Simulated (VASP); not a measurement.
BN:

```
B N
1.0
     2.50643    0.00000    0.00000
    -1.25321    2.17063    0.00000
     0.00000    0.00000    6.61412
B N
2 2
Direct
  0.33333 0.66667 0.25000
  0.66667 0.33333 0.75000
  0.33333 0.66667 0.75000
  0.66667 0.33333 0.25000
```

- Program: VASP 6.6.1
- Task: relaxation of cell and atoms
- Functional: PBE
- Potentials or basis: VASP PAW PBE potentials, release 64 (B, N)
- Cutoff: 600 eV
- k mesh: 12 × 12 × 4
- Occupations: gaussian, width 0.02 eV
- Spin: no spin polarisation

At the start: pressure 2.6 GPa; volume 9.00 Å³/atom.

**Question.** How do energy, volume and symmetry change on relaxing?

**Answer.** Over 11 steps the energy falls by 10.5 meV/atom and the volume is 10.43 Å³/atom (+16.0 %); space group P6_3/mmc (No. 194, to 0.05 Å).

The path:
| step | energy change (eV) | largest force (eV/Å) | pressure (GPa) | volume (Å³) |
| --- | --- | --- | --- | --- |
| 1 | 0.0000 | 0.0000 | 2.61 | 35.98 |
| 2 | -0.0012 | 0.0000 | -2.23 | 36.75 |
| 3 | -0.0034 | 0.0000 | -0.11 | 36.41 |
| 4 | -0.0096 | 0.0000 | -0.08 | 36.78 |
| 5 | -0.0238 | 0.0000 | 0.06 | 37.90 |
| 6 | -0.0390 | 0.0000 | 0.45 | 40.13 |
| 7 | -0.0264 | 0.0000 | 0.93 | 44.55 |
| 8 | -0.0414 | 0.0000 | 0.64 | 41.16 |
| 9 | -0.0416 | 0.0000 | 0.70 | 41.54 |
| 10 | -0.0220 | 0.0000 | -5.33 | 43.26 |
| 11 | -0.0419 | 0.0000 | -0.01 | 41.73 |

Final structure:
```
CELL_PARAMETERS angstrom
2.51227 0.00000 0.00000
-1.25613 2.17569 0.00000
0.00000 0.00000 7.63469
ATOMIC_POSITIONS crystal
B 0.33333 0.66667 0.25000
B 0.66667 0.33333 0.75000
N 0.33333 0.66667 0.75000
N 0.66667 0.33333 0.25000
```

Caveat: the volume moved by over 15 % at a fixed basis, so the end points are rough; this functional lacks dispersion, which binds the layers, so the pressure and a relaxed spacing across them are unreliable, and here the layers came unbound.
